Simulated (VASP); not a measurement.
# TiFe4 (Pm-3m) in VASP: reference runs

How does TiFe4 come out in PBE? The cell is run as given.

Everything below comes from runs of VASP 6.6.1. Logs are shortened: lines on timing, memory, paths and dates and some standing lists are left out, and cuts for length are marked.

## 1. The crystal as given

Symmetry: Pm-3m, No. 221, cubic system. The conventional cell has a = 3.878 Å, b = 3.878 Å, c = 3.878 Å, α = 90.00°, β = 90.00°, γ = 90.00°. Ti (site symmetry m-3m) is surrounded by 6 Fe at 1.94 Å. Around Fe (site symmetry 4/mmm) lie 2 Ti at 1.94 Å. Fe (site symmetry m-3m) is surrounded by 12 Fe at 2.74 Å.

The cell was built by a generator and needn't be a form met in nature.

## 2. Single point, PBE, collinear spin, ferromagnetic start

The input, INCAR:

```
SYSTEM = TiFe4
ALGO = Normal ; EDIFF = 1E-7
ENCUT = 520 ; GGA = PE
ISIF = 2 ; ISMEAR = -1
ISPIN = 2 ; LASPH = .TRUE.
LCHARG = .FALSE. ; LMAXMIX = 4
LORBIT = 11 ; LREAL = .FALSE.
LWAVE = .FALSE. ; MAGMOM = 1 3 3 3 3
NBANDS = 34 ; NELM = 100
PREC = Accurate ; SIGMA = 0.05
```

The input, KPOINTS:

```
k-points
0
G
  7 7 7
  0 0 0
```

The input, POSCAR:

```
TiFe4
1.0
    3.8784535200      0.0000000000      0.0000000000
    0.0000000000      3.8784535200      0.0000000000
    0.0000000000      0.0000000000      3.8784535200
Ti Fe
1 4
Direct
    0.0000000000      0.0000000000      0.0000000000
    0.5000000000      0.0000000000      0.0000000000
    0.0000000000      0.5000000000      0.0000000000
    0.0000000000      0.0000000000      0.5000000000
    0.5000000000      0.5000000000      0.5000000000
```

Potentials or basis: VASP PAW PBE potentials, release 64 (Ti_sv, Fe).

The run is started by

```
cat potpaw_PBE.64/Ti_sv/POTCAR potpaw_PBE.64/Fe/POTCAR > POTCAR
mpirun -np 1 vasp_std > vasp.out
```

OUTCAR:

```text
SYSTEM = TiFe4
   EDIFF = 1E-7
   ENCUT = 520
   GGA = PE
   ISIF = 2
   ISMEAR = -1
   ISPIN = 2
   LASPH = .TRUE.
   LORBIT = 11
   LREAL = .FALSE.
   NELM = 100
   PREC = Accurate

 ion  position               nearest neighbor table
   1  0.000  0.000  0.000-   2 1.94   3 1.94   4 1.94   4 1.94   3 1.94   2 1.94
   2  0.500  0.000  0.000-   1 1.94   1 1.94   4 2.74   5 2.74   4 2.74   5 2.74   3 2.74   5 2.74
                             5 2.74   3 2.74   3 2.74   4 2.74   4 2.74   3 2.74
   3  0.000  0.500  0.000-   1 1.94   1 1.94   4 2.74   5 2.74   4 2.74   5 2.74   2 2.74   2 2.74
                             4 2.74   4 2.74   2 2.74   5 2.74   5 2.74   2 2.74
   4  0.000  0.000  0.500-   1 1.94   1 1.94   3 2.74   5 2.74   2 2.74   2 2.74   3 2.74   3 2.74
                             5 2.74   3 2.74   2 2.74   5 2.74   2 2.74   5 2.74
   5  0.500  0.500  0.500-   2 2.74   3 2.74   4 2.74   2 2.74   3 2.74   2 2.74   4 2.74   2 2.74
                             3 2.74   4 2.74   3 2.74   4 2.74

  LATTYP: Found a simple cubic cell.
 ALAT       =     3.8784535200

  Lattice vectors:

 A1 = (   3.8784535200,   0.0000000000,   0.0000000000)
 A2 = (   0.0000000000,   3.8784535200,   0.0000000000)
 A3 = (   0.0000000000,   0.0000000000,   3.8784535200)

Analysis of symmetry for initial positions (statically):
=====================================================================
 Subroutine PRICEL returns:
 Original cell was already a primitive cell.

 Routine SETGRP: Setting up the symmetry group for a
 simple cubic supercell.

 Subroutine GETGRP returns: Found 48 space group operations
 (whereof 48 operations were pure point group operations)
 out of a pool of 48 trial point group operations.

The static configuration has the point symmetry O_h .

Analysis of symmetry for dynamics (positions and initial velocities):
=====================================================================
 Subroutine PRICEL returns:
 Original cell was already a primitive cell.

 Routine SETGRP: Setting up the symmetry group for a
 simple cubic supercell.

 Subroutine GETGRP returns: Found 48 space group operations
 (whereof 48 operations were pure point group operations)
 out of a pool of 48 trial point group operations.

The dynamic configuration has the point symmetry O_h .

Analysis of structural, dynamic, and magnetic symmetry:
=====================================================================
 Subroutine PRICEL returns:
 Original cell was already a primitive cell.

 Routine SETGRP: Setting up the symmetry group for a
 simple cubic supercell.

 Subroutine GETGRP returns: Found 48 space group operations
 (whereof 48 operations were pure point group operations)
 out of a pool of 48 trial point group operations.

The overall configuration has the point symmetry O_h .

 Subroutine INISYM returns: Found 48 space group operations
 (whereof 48 operations are pure point group operations),
 and found     1 'primitive' translations

----------------------------------------------------------------------------------------

                                     Primitive cell

  volume of cell :      58.3413

  direct lattice vectors                    reciprocal lattice vectors
     3.878453520  0.000000000  0.000000000     0.257834726  0.000000000  0.000000000
     0.000000000  3.878453520  0.000000000     0.000000000  0.257834726  0.000000000
     0.000000000  0.000000000  3.878453520     0.000000000  0.000000000  0.257834726

  length of vectors
     3.878453520  3.878453520  3.878453520     0.257834726  0.257834726  0.257834726

  position of ions in fractional coordinates (direct lattice)
     0.000000000  0.000000000  0.000000000
     0.500000000  0.000000000  0.000000000
     0.000000000  0.500000000  0.000000000
     0.000000000  0.000000000  0.500000000
     0.500000000  0.500000000  0.500000000

  ion indices of the primitive-cell ions
   primitive index   ion index
                 1           1
                 2           2
                 3           3
                 4           4
                 5           5

----------------------------------------------------------------------------------------

 KPOINTS: k-points

[... 29 lines left out ...]
  0.285714  0.142857  0.000000     24.000000
[... 12 lines left out ...]
  0.428571  0.428571  0.285714     24.000000
  0.428571  0.428571  0.428571      8.000000
   k-points           NKPTS =     20   k-points in BZ     NKDIM =     20   number of bands    NBANDS=     34
   number of dos      NEDOS =    301   number of ions     NIONS =      5
   total plane-waves  NPLWV =  27000
   dimension x,y,z NGX =    30 NGY =   30 NGZ =   30
   dimension x,y,z NGXF=    60 NGYF=   60 NGZF=   60
   ions per type =               1   4
   NGX,Y,Z   is equivalent  to a cutoff of  12.86, 12.86, 12.86 a.u.
   NGXF,Y,Z  is equivalent  to a cutoff of  25.72, 25.72, 25.72 a.u.
 SYSTEM =  TiFe4
   PREC   = accura    normal or accurate (medium, high low for compatibility)
   ISTART =      0    job   : 0-new  1-cont  2-samecut
   ICHARG =      2    charge: 1-file 2-atom 10-const
   ISPIN  =      2    spin polarized calculation?
   LNONCOLLINEAR =      F non collinear calculations
   LSORBIT =      F    spin-orbit coupling
   LASPH  =      T    aspherical Exc in radial PAW
   ENCUT  =  520.0 eV  38.22 Ry    6.18 a.u.   7.21  7.21  7.21*2*pi/ulx,y,z
   NELM   =    100;   NELMIN=  2; NELMDL= -5     # of ELM steps
   EDIFF  = 0.1E-06   stopping-criterion for ELM
   LREAL  =      F    real-space projection
   EDIFFG = 0.1E-05   stopping-criterion for IOM
   NSW    =      0    number of steps for IOM
   IBRION =     -1    ionic relax: 0-MD 1-quasi-New 2-CG
   NFREE  =      0    steps in history (QN), initial steepest desc. (CG)
   ISIF   =      2    stress and relaxation
   ISYM   =      2    0-nonsym 1-usesym 2-fastsym
   POTIM  = 0.5000    time-step for ionic-motion
   TEBEG  =    0.0;   TEEND  =   0.0 temperature during run
   PSTRESS=    0.0 pullay stress
   NELECT =      44.0000    total number of electrons
   NUPDOWN=      -1.0000    fix difference up-down
   EMIN   =  10.00;   EMAX   =-10.00  energy-range for DOS
   EFERMI =   0.00;   METHOD = LEGACY
   ISMEAR =    -1;   SIGMA  =   0.05  broadening in eV -4-tet -1-fermi 0-gaus
   EFERMI_NEDOS =   21; number of points for ismear=-14 and -15
   IALGO  =     38    algorithm
   IMIX   =      4    mixing-type and parameters
     AMIX     =   0.40;   BMIX     =  1.00
     AMIX_MAG =   1.60;   BMIX_MAG =  1.00
  volume/ion in A,a.u.               =      11.67        78.74
  Fermi-wavevector in a.u.,A,eV,Ry     =   1.490163  2.816000 30.212907  2.220586
  Thomas-Fermi vector in A             =   2.602980
   LORBIT       =     11    0 simple, 1 ext, 2 COOP (PROOUT), +10 PAW based schemes
   GGA     = PE    functional components
   LHFCALC =     F    Hartree Fock is set to
   AEXX    =    0.0000 exact exchange contribution
   IVDW    =     0    specifies the selected vdW correction
   LEPSILON=     F    determine dielectric tensor
   LRPA    =     F    only Hartree local field effects (RPA)
 spin polarized calculation
  energy-cutoff  :      520.00
  volume of cell :       58.34
 maximum number of plane-waves:      1588
 NGX is ok and might be reduce to    30
   NGX = 15   NGY = 15   NGZ = 15

 number of electron      44.0000000 magnetization      13.0000000

 number of electron      43.9999986 magnetization       7.0229667

 Free energy of the ion-electron system (eV)
  ---------------------------------------------------
  ext. energy  EPLUGINS =         0.00000000
  ---------------------------------------------------
  free energy    TOTEN  =       -32.44637650 eV

  energy without entropy =      -32.40789867  energy(sigma->0) =      -32.42713758

 E-fermi :   7.0902     XC(G=0): -12.8609

 val. band max:        7.0396179931   @ k =   0.4286   0.2857   0.2857
 cond. band min:       7.0917143255   @ k =   0.2857   0.1429   0.0000
 fundamental gap:      0.0520963324
 Fermi energy:         7.0901970743

 spin component 1

 k-point     1 :       0.0000    0.0000    0.0000
  band No.  band energies     occupation
      1     -48.7586      1.00000
      2     -25.1108      1.00000
      3     -25.1108      1.00000
      4     -25.1108      1.00000
      5      -0.6397      1.00000
      6       1.4474      1.00000
[... 729 lines left out ...]
     33      11.0918      0.00000
     34      11.9549      0.00000
 Fermi energy:         7.0901970743

 spin component 2

 k-point     1 :       0.0000    0.0000    0.0000
  band No.  band energies     occupation
      1     -49.0324      1.00000
      2     -25.3833      1.00000
      3     -25.3833      1.00000
      4     -25.3833      1.00000
      5      -0.4964      1.00000
      6       2.1187      1.00000
[... 729 lines left out ...]
     33      11.1925      0.00000
     34      13.0187      0.00000

------------------------ aborting loop because EDIFF is reached ----------------------------------------

  FORCE on cell =-STRESS in cart. coord.  units (eV):
  Direction    XX          YY          ZZ          XY          YZ          ZX
  --------------------------------------------------------------------------------------
  -------------------------------------------------------------------------------------
  Total       18.1432533     18.1432533     18.1432533      0.0000000      0.0000000     -0.0000000
  in kB      498.2530574    498.2530574    498.2530574      0.0000000      0.0000000     -0.0000000
  external PRESSURE =     498.2530574 kB  Pullay stress =       0.0000000 kB

 VOLUME and BASIS-vectors are now :
 -----------------------------------------------------------------------------
  energy-cutoff  :      520.00
  volume of cell :       58.34
      direct lattice vectors                 reciprocal lattice vectors
     3.878453520  0.000000000  0.000000000     0.257834726  0.000000000  0.000000000
     0.000000000  3.878453520  0.000000000     0.000000000  0.257834726  0.000000000
     0.000000000  0.000000000  3.878453520     0.000000000  0.000000000  0.257834726

 POSITION                                       TOTAL-FORCE (eV/Angst)
 -----------------------------------------------------------------------------------
      0.00000      0.00000      0.00000         0.000000      0.000000      0.000000
      1.93923      0.00000      0.00000         0.000000      0.000000      0.000000
      0.00000      1.93923      0.00000         0.000000      0.000000      0.000000
      0.00000      0.00000      1.93923         0.000000      0.000000      0.000000
      1.93923      1.93923      1.93923         0.000000      0.000000      0.000000
 -----------------------------------------------------------------------------------
    total drift:                                0.000000     -0.000000      0.000000

  FREE ENERGIE OF THE ION-ELECTRON SYSTEM (eV)
  ---------------------------------------------------
  free  energy   TOTEN  =       -32.4463765011 eV

  energy  without entropy=      -32.4078986671  energy(sigma->0) =      -32.42713758

 total charge

# of ion       s       p       d       tot
------------------------------------------
    1        2.395   6.308   3.155  11.859
    2        0.484   0.488   6.721   7.693
    3        0.484   0.488   6.721   7.693
    4        0.484   0.488   6.721   7.693
    5        0.376   0.377   6.087   6.839
--------------------------------------------------
tot          4.224   8.148  29.405  41.777

 magnetization (x)

# of ion       s       p       d       tot
------------------------------------------
    1       -0.013   0.018  -0.333  -0.329
    2       -0.018  -0.036   1.547   1.492
    3       -0.018  -0.036   1.547   1.492
    4       -0.018  -0.036   1.547   1.492
    5        0.006  -0.003   2.857   2.860
--------------------------------------------------
tot         -0.062  -0.094   7.164   7.008
```

Wall time 2.6 min (1 thread of AMD EPYC 7R13 (Zen 3), shared host); peak memory 0.19 GiB.

Results:

| Quantity | Value |
| --- | --- |
| Free energy | -32.4464 eV |
| Pressure | 49.8 GPa |
| Band gap on the k mesh | none (metal or under the smearing width) |
| Net moment | 7.02 μB per cell |
| Site moments | Ti -0.33; Fe +1.49, +2.86 μB |
| Valence electrons inside the program's atomic spheres | Ti 11.86; Fe 7.69, 6.84 |

Caveat: a pressure of tens of GPa on the cell as given is suspect, and the run, the potentials or the cell itself is likely at fault.
